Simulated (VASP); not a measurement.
Data:

```xyz
1
Lattice="3.1966 0.0000 0.0000 0.0000 3.1966 0.0000 0.0000 0.0000 3.1966" Properties=species:S:1:pos:R:3 pbc="T T T"
Pm     0.0000     0.0000     0.0000
```

Method: PBEsol GGA, VASP's PBE PAW potentials (set 64) (plane waves; VASP). Settings: 400 eV cut-off, 13×13×13 Γ-centred mesh, tetrahedra with Blöchl corrections, potentials Pm_3.

The 4f electrons are frozen in the core of the lanthanide potential, so 4f levels, which can set the real gap, and their magnetism are missing.

Question: Predict the energy per atom (σ→0), band gap (on the k-mesh) with the smallest direct gap where there is one.

Answer: 
```
Property                                                     Value
------------------------  ----------------------------------------
band gap (on the k-mesh)  none (metal, semimetal or under 0.01 eV)
energy per atom (σ→0)                           -434.2 kJ/mol-atom
```

Only differences to runs with the same potentials and settings are physical.

The structure was generated: Pm was put into the simple-cubic type (Pm-3m), which need not be its known phase. It was relaxed first, which changed the volume by -13 %.
